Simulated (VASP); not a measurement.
Level of theory: r2SCAN meta-GGA, VASP's PBE PAW potentials (set 64) (plane waves; VASP).

Input for VASP

File POSCAR:
```
HfB2
1
    1.5660102064    -2.7124094731    -0.0000000000
    1.5660102064     2.7124094731     0.0000000000
    0.0000000000     0.0000000000     3.4821228369
Hf B
1 2
Direct
  0.0000000000   0.0000000000  -0.0574362277
  0.3333330000   0.6666670000   0.5000000000
  0.6666670000   0.3333330000   0.5000000000
```

### INCAR
```
SYSTEM = HfB2
PREC = Accurate; ENCUT = 600; LREAL = .False.
LASPH = .True.
EDIFF = 1E-7; NELM = 100; ALGO = Normal
LMAXMIX = 6; LMIXTAU = .True.
ISMEAR = 1; SIGMA = 0.1
METAGGA = R2SCAN
ISIF = 2
LWAVE = .False.; LCHARG = .False.
```

KPOINTS:
```
Automatic mesh
0
Gamma
10 10 8
0 0 0
```

POTCAR, in this order: Hf_pv B (PBE.64 set). Program: vasp_std.

What VASP printed:

File OUTCAR:
```
 ion  position               nearest neighbor table
   1  0.000  0.000  0.943-   2 2.38   3 2.38   3 2.38   2 2.38   3 2.38   2 2.38   2 2.65   3 2.65
                             3 2.65   2 2.65   2 2.65   3 2.65
   2  0.333  0.667  0.500-   3 1.81   3 1.81   3 1.81   1 2.38   1 2.38   1 2.38   1 2.65   1 2.65
                             1 2.65
   3  0.667  0.333  0.500-   2 1.81   2 1.81   2 1.81   1 2.38   1 2.38   1 2.38   1 2.65   1 2.65
                             1 2.65
  LATTYP: Found a hexagonal cell.
 ALAT       =     3.1320206124
 C/A-ratio  =     1.1117815838
 Subroutine PRICEL returns:
 Original cell was already a primitive cell.
 Subroutine GETGRP returns: Found 12 space group operations
The static configuration has the point symmetry C_6v.
The dynamic configuration has the point symmetry C_6v.
 Subroutine INISYM returns: Found 12 space group operations
 Subroutine IBZKPT returns following result:
 Found     70 irreducible k-points:

 Following reciprocal coordinates:
            Coordinates               Weight
  0.000000  0.000000  0.000000      1.000000
  0.100000 -0.000000  0.000000      6.000000
  0.200000 -0.000000  0.000000      6.000000
  0.300000  0.000000  0.000000      6.000000
  0.400000  0.000000  0.000000      6.000000
  0.500000  0.000000  0.000000      3.000000
  0.100000  0.100000  0.000000      6.000000
  0.200000  0.100000  0.000000     12.000000
  0.300000  0.100000  0.000000     12.000000
  0.400000  0.100000  0.000000     12.000000
  0.200000  0.200000  0.000000      6.000000
  0.300000  0.200000  0.000000     12.000000
  0.400000  0.200000  0.000000      6.000000
  0.300000  0.300000  0.000000      6.000000
  0.000000  0.000000  0.125000      2.000000
  0.100000 -0.000000  0.125000     12.000000
  0.200000 -0.000000  0.125000     12.000000
  0.300000  0.000000  0.125000     12.000000
  0.400000  0.000000  0.125000     12.000000
  0.500000  0.000000  0.125000      6.000000
  0.100000  0.100000  0.125000     12.000000
  0.200000  0.100000  0.125000     24.000000
  0.300000  0.100000  0.125000     24.000000
  0.400000  0.100000  0.125000     24.000000
  0.200000  0.200000  0.125000     12.000000
  0.300000  0.200000  0.125000     24.000000
  0.400000  0.200000  0.125000     12.000000
  0.300000  0.300000  0.125000     12.000000
  0.000000  0.000000  0.250000      2.000000
  0.100000 -0.000000  0.250000     12.000000
  0.200000 -0.000000  0.250000     12.000000
  0.300000  0.000000  0.250000     12.000000
  0.400000  0.000000  0.250000     12.000000
  0.500000  0.000000  0.250000      6.000000
  0.100000  0.100000  0.250000     12.000000
  0.200000  0.100000  0.250000     24.000000
  0.300000  0.100000  0.250000     24.000000
  0.400000  0.100000  0.250000     24.000000
  0.200000  0.200000  0.250000     12.000000
  0.300000  0.200000  0.250000     24.000000
   k-points           NKPTS =     70   k-points in BZ     NKDIM =     70   number of bands    NBANDS=     12
   number of dos      NEDOS =    301   number of ions     NIONS =      3
   total plane-waves  NPLWV =  21952
   dimension x,y,z NGX =    28 NGY =   28 NGZ =   28
   dimension x,y,z NGXF=    56 NGYF=   56 NGZF=   56
   ions per type =               1   2
   PREC   = accura    normal or accurate (medium, high low for compatibility)
   ISTART =      0    job   : 0-new  1-cont  2-samecut
   ICHARG =      2    charge: 1-file 2-atom 10-const
   ISPIN  =      1    spin polarized calculation?
   LNONCOLLINEAR =      F non collinear calculations
   LSORBIT =      F    spin-orbit coupling
   INIWAV =      1    electr: 0-lowe 1-rand  2-diag
   ENCUT  =  600.0 eV  44.10 Ry    6.64 a.u.   6.26  6.26  6.95*2*pi/ulx,y,z
...
```

File OSZICAR:
```
       N       E                     dE             d eps       ncg     rms          rms(c)
DAV:   1    -0.597534829364E+01   -0.59753E+01   -0.93789E+03  1680   0.147E+03
DAV:   2    -0.659925441410E+02   -0.60017E+02   -0.56336E+02  2120   0.264E+02
DAV:   3    -0.679070381805E+02   -0.19145E+01   -0.18877E+01  2224   0.348E+01
DAV:   4    -0.679243702931E+02   -0.17332E-01   -0.17294E-01  2052   0.353E+00
DAV:   5    -0.679245753362E+02   -0.20504E-03   -0.20496E-03  2192   0.313E-01    0.611E+01
DAV:   6    -0.627687463662E+02    0.51558E+01   -0.48821E+00  2040   0.182E+01    0.410E+01
DAV:   7    -0.625229119644E+02    0.24583E+00   -0.14248E+00  2172   0.115E+01    0.568E+00
DAV:   8    -0.627158691097E+02   -0.19296E+00   -0.77809E-01  1872   0.109E+01    0.628E+00
DAV:   9    -0.627022245908E+02    0.13645E-01   -0.59232E-01  2056   0.755E+00    0.529E+00
DAV:  10    -0.627707794672E+02   -0.68555E-01   -0.93753E-02  2004   0.267E+00    0.476E-01
DAV:  11    -0.627580139127E+02    0.12766E-01   -0.32584E-02  1944   0.195E+00    0.168E+00
DAV:  12    -0.627735458873E+02   -0.15532E-01   -0.12661E-02  1904   0.118E+00    0.253E-01
DAV:  13    -0.627742547073E+02   -0.70882E-03   -0.20054E-03  2084   0.453E-01    0.176E-01
DAV:  14    -0.627741661219E+02    0.88585E-04   -0.62437E-05  2040   0.877E-02    0.145E-01
DAV:  15    -0.627742579160E+02   -0.91794E-04   -0.87464E-05  1968   0.933E-02    0.197E-02
DAV:  16    -0.627742565406E+02    0.13754E-05   -0.10228E-05  1904   0.391E-02    0.528E-03
DAV:  17    -0.627742559124E+02    0.62816E-06   -0.12665E-06  1980   0.138E-02    0.461E-03
DAV:  18    -0.627742564129E+02   -0.50044E-06   -0.96043E-08  1164   0.401E-03    0.859E-04
DAV:  19    -0.627742560826E+02    0.33027E-06   -0.85528E-08  1012   0.337E-03    0.520E-04
DAV:  20    -0.627742561595E+02   -0.76861E-07   -0.90555E-09   944   0.110E-03
   1 F= -.62774256E+02 E0= -.62774153E+02  d E =-.310690E-03
```

File OUTCAR:
```
------------------------ aborting loop because EDIFF is reached ----------------------------------------
  FORCE on cell =-STRESS in cart. coord.  units (eV):
  Direction    XX          YY          ZZ          XY          YZ          ZX
  --------------------------------------------------------------------------------------
  Total        0.8362292      0.8362293      1.1264289      0.0000000      0.0000000      0.0000000
  in kB       45.2910056     45.2910133     61.0085124      0.0000000      0.0000000      0.0000000
  external PRESSURE =      50.5301771 kB  Pullay stress =       0.0000000 kB
  volume of cell :       29.58
      direct lattice vectors                 reciprocal lattice vectors
     1.566010206 -2.712409473  0.000000000     0.319282721 -0.184337949  0.000000000
     1.566010206  2.712409473  0.000000000     0.319282721  0.184337949  0.000000000
     0.000000000  0.000000000  3.482122837     0.000000000  0.000000000  0.287181138
 POSITION                                       TOTAL-FORCE (eV/Angst)
 -----------------------------------------------------------------------------------
      0.00000      0.00000      3.28212         0.000000      0.000000      3.234385
      1.56601      0.90414      1.74106        -0.000000     -0.000000     -1.617192
      1.56601     -0.90414      1.74106         0.000000     -0.000000     -1.617192
 -----------------------------------------------------------------------------------
    total drift:                               -0.000000     -0.000000     -0.000193
  FREE ENERGIE OF THE ION-ELECTRON SYSTEM (eV)
  ---------------------------------------------------
  free  energy   TOTEN  =       -62.7742561595 eV

  energy  without entropy=      -62.7739454694  energy(sigma->0) =      -62.77415260
```
(Selected blocks of OUTCAR.)

The compound is HfB2 in the AlB2 type structure. This cell was strained or had an atom moved on purpose.
